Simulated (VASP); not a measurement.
Data:

```yaml
crystal:
  lattice:
    - [0.00000, 3.20651, 3.20651]
    - [3.20651, 0.00000, 3.20651]
    - [3.20651, 3.20651, 0.00000]
  atoms:
    - { symbol: Sn, position: [0.00000, 0.00000, 0.00000] }
    - { symbol: Te, position: [0.50000, 0.50000, 0.50000] }
```

Calculation: optB88-vdW, VASP's PBE PAW potentials (set 64) (plane waves; VASP). Numerical set-up: 520 eV cut-off, Gaussian smearing of 0.050 eV, potentials Sn_d Te.

Unless said otherwise, spin-orbit coupling is left out, though it shifts the bands of the heavy elements here.

Task: Predict the band gap (along the path) with the smallest direct gap where there is one.

Result: 
```
Item                                   Result
------------------------------------  -------
band gap (along the path)             0.13 eV
smallest direct gap (along the path)  0.13 eV
```

Total energies compare only between runs with the same potentials, cut-off and functional.

The compound is SnTe in the rock salt structure, which distorts at low temperature. It was relaxed first.
